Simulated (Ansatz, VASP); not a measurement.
# AgTe2Pt: VASP beside Ansatz

The input INCAR:

```
SYSTEM = AgTe2Pt
ALGO = Normal
EDIFF = 1E-6
ENCUT = 520
GGA = PE
ISIF = 2
ISMEAR = -1
LASPH = .TRUE.
LCHARG = .FALSE.
LREAL = .FALSE.
LWAVE = .FALSE.
NBANDS = 24
NELM = 80
PREC = Accurate
SIGMA = 0.0311
```

Contents of KPOINTS:

```
k-points
0
G
  5 5 5
  0 0 0
```

POSCAR

```
AgTe2Pt
1.0
    0.0000000000      3.7789110000      0.0000000000
    3.7789110000      0.0000000000      0.0000000000
    1.8894560000      1.8894560000     -7.3361010000
Ag Pt Te
1 1 2
Direct
    0.7500000000      0.2500000000      0.5000000000
    0.0000000000      0.0000000000      0.0000000000
    0.3690000000      0.3690000000      0.2620000000
    0.6310000000      0.6310000000      0.7380000000
```

Input for Ansatz:

```yaml
crystal:
  lattice:
    - [0.0, 3.778911, 0.0]
    - [3.778911, 0.0, 0.0]
    - [1.889456, 1.889456, -7.336101]
  atoms:
    - { symbol: Ag, position: [0.75, 0.25, 0.5] }
    - { symbol: Pt, position: [0.0, 0.0, 0.0] }
    - { symbol: Te, position: [0.369, 0.369, 0.262] }
    - { symbol: Te, position: [0.631, 0.631, 0.738] }
  symmetry: { tolerance: 0.0003 }
kpoints:
  mp_grid: { grid: [5, 5, 5], shift: [0, 0, 0] }
magnetization:
  spin_polarized: false
scf:
  occupations: { method: fermi_dirac, width: 0.0311 }
hamiltonian:
  pseudopotentials: { kind: paw }
  xc: pbe
basis:
  ecutwfc: 420
output:
  forces: true
  stress: true
  eigenvalues: true
```

The cell was built by a generator and needn't be a form met in nature.

Alike in both runs: task single point; functional PBE; k mesh 5 × 5 × 5; occupations fermi-dirac, width 0.0311 eV; no spin polarisation.

|  | VASP | Ansatz |
| --- | --- | --- |
| version | VASP 6.6.1 | Ansatz 0.2.0 |
| potentials or method | VASP PAW PBE potentials, release 64 (Ag, Pt, Te) | PAW plane waves |
| plane-wave cutoff (eV) | 520 | 420 |
| valence electrons in the cell | 33 | 69 |

```tsv
	VASP	Ansatz	Ansatz less VASP
gap on the k mesh at the Fermi level (eV)	none	none	-
pressure (GPa)	0.1	0.2	+0.15
largest component of the traceless stress (GPa)	3.78	3.81	+0.035
rms of the force components (eV/Å)	1.248	1.254	+0.0061
```

Atom by atom the forces differ by 0.006 eV/Å (rms over components). A gap of «none» marks a metal or a gap that the smearing closes. The functional is the same, so the differences come from potentials, cutoffs and numerics. The two sets of potentials don't hold the same shells in valence.

Caveats: forces of over 1 eV/Å show positions far from the minimum, so gaps and moduli don't describe the material at rest. Spin-orbit coupling is left out, which matters for the levels of Pt, Te.
